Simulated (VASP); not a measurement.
Input:

```
CELL_PARAMETERS angstrom
      0.00000     2.50646     2.50646
      2.50646     0.00000     2.50646
      2.50646     2.50646     0.00000
ATOMIC_POSITIONS crystal
  Hf 0.00000 0.00000 0.00000
  O  0.25000 0.25000 0.25000
  O  0.75000 0.75000 0.75000
```

All values below come from optB88-vdW, VASP's PBE PAW potentials (set 64) (plane waves; VASP). Settings: 520 eV cut-off, 8×8×8 Γ-centred mesh, Gaussian smearing of 0.050 eV, potentials Hf_pv O.

Q: Give the stress tensor in GPa (positive for a compressed cell).

A: 
```
8.42  0.00  0.00
0.00  8.42  0.00
0.00  0.00  8.42
```
The pressure is its mean diagonal, 8.42 GPa.

The compound is HfO2 in the fluorite structure, the high-temperature cubic form, which is unstable at 0 K; the monoclinic form is the stable one. This cell is one point of a volume scan, at 0.97 of the reference volume.
